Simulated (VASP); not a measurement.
A convergence study with VASP on KBr: one setting is varied, all else stays as given below, so the limit is that of these other settings.

```xyz
8
Lattice="4.6436 0.0000 0.0000 -4.6436 4.6436 0.0000 0.0000 0.0000 23.8505" Properties=species:S:1:pos:R:3 pbc="T T T"
Br    -2.3218     2.3218    10.2835
Br     0.0000     0.0000     7.0000
Br    -2.3218     2.3218    16.8505
Br     0.0000     0.0000    13.5670
K      0.0000     0.0000    10.2835
K     -2.3218     2.3218     7.0000
K      0.0000     0.0000    16.8505
K     -2.3218     2.3218    13.5670
```

Method: PBE GGA, VASP's PBE PAW potentials (set 64) (plane waves; VASP). The tightest run used: 450 eV cut-off, 7×7×1 Γ-centred mesh, Fermi-Dirac smearing of 0.010 eV, potentials Br K_sv.

Gaps are read on the run's mesh, which can miss a band edge.

Q: The settings run are ENCUT = 150; ENCUT = 180; ENCUT = 210; ENCUT = 255; ENCUT = 360; ENCUT = 450. From which on does the gap on the mesh stay within 0.02 eV of the tightest run?

A: From ENCUT = 210 on: it is off by 0.007 there and by no more than 0.02 in any finer run, while ENCUT = 180 is off by 0.034.
| setting | E (eV/atom) | gap on the mesh (eV) | plane waves | difference judged (eV) |
|---|---|---|---|---|
| ENCUT = 150 | -3.0385 | 4.473 | 2183 | 0.063 |
| ENCUT = 180 | -3.0867 | 4.444 | 2839 | 0.034 |
| ENCUT = 210 | -3.0760 | 4.417 | 3609 | 0.007 |
| ENCUT = 255 | -3.0723 | 4.410 | 4788 | 0.000 |
| ENCUT = 360 | -3.0726 | 4.411 | 7999 | 0.000 |
| ENCUT = 450 | -3.0728 | 4.410 | 11224 | 0.000 |

Left out are rungs that failed or repeat a setting and relaxations that didn't move; long series are thinned to 24 rows.

The cell is a sheet or thin cut with vacuum, built from a generated structure.
